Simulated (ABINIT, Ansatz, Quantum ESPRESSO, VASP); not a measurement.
**Pt3Ti (Pm-3m, 4 atoms in the cell) computed with different codes at matched settings**

Self-consistent single point.

```
CELL_PARAMETERS angstrom
      3.92000     0.00000     0.00000
      0.00000     3.92000     0.00000
      0.00000     0.00000     3.92000
ATOMIC_POSITIONS crystal
  Ti 0.00000 0.00000 0.00000
  Pt 0.00000 0.50000 0.50000
  Pt 0.50000 0.00000 0.50000
  Pt 0.50000 0.50000 0.00000
```

Shared settings, as Ansatz (an electronic-structure program) writes them: kpoints.mp_grid.grid = 6 6 6; scf.occupations.method = fermi_dirac; scf.occupations.width = 0.0073 Ry. Potentials and cutoffs stand in the table.

```json
[
 {"code": "ABINIT", "model": "LDA (PW92), norm-conserving pseudopotentials (PseudoDojo nc-sr-04 LDA standard)", "pressure (GPa)": "-9.81", "cutoff": "84 Ry"},
 {"code": "Quantum ESPRESSO", "model": "LDA (PZ), GBRV 1.5 ultrasoft (LDA) pseudopotentials", "pressure (GPa)": "-9.77", "cutoff": "50 Ry"},
 {"code": "VASP", "model": "LDA (PZ), VASP's LDA PAW potentials (set 64)", "pressure (GPa)": "-9.22", "cutoff": "300 eV"},
 {"code": "Ansatz", "model": "LDA (PW92), default PAW files made with PBE", "pressure (GPa)": "-9.47", "cutoff": "30.9 Ry"}
]
```

On Ansatz's run: spin-orbit coupling is off. Spin polarisation is off.

The spread over the programs that give each value: pressure within 0.59 GPa.

Ansatz's pressure is given at a fixed set of plane waves, as the other plane-wave codes print theirs; with its correction for the finite basis it is -9.42 GPa. The same LDA comes in different parametrisations, which differ slightly.

VASP's run is marked for a possible Pulay error in its stress at this cutoff; no cutoff test was made.

The starting cell has typed, rounded lattice constants, without a prior relaxation at this level.

Left out of this page: GPAW, CP2K, Elk, FLEUR and SIESTA (not drawn, or without a comparable value).

Keys are those of Ansatz 0.2.
